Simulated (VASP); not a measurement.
Energy against volume of Na2S (antifluorite). Method: PBE GGA with D3 dispersion (Becke-Johnson damping), VASP's PBE PAW potentials (set 64) (plane waves; VASP 6.6.1). Numerical set-up: 520 eV cut-off, 6×6×6 Γ-centred mesh, Gaussian smearing of 0.050 eV, potentials Na_pv S.

| V (Å³/atom) | E (eV/atom) |
|---|---|
| 20.856 | -3.55381 |
| 21.522 | -3.56140 |
| 22.187 | -3.56422 |
| 22.853 | -3.56297 |

Q: Fit these four points and predict the energy of the run at 23.518 Å³/atom.

A: A cubic in V^(−2/3), the third-order Birch-Murnaghan form, passes through the four points with V0 = 22.30 Å³/atom and B0 = 32 GPa, and gives -3.5582 eV/atom there. The run gave -3.5582 eV/atom, -0.0 meV/atom from the fit; all five points give B0 = 32 GPa.

The compound is Na2S in the antifluorite structure. It was relaxed first.
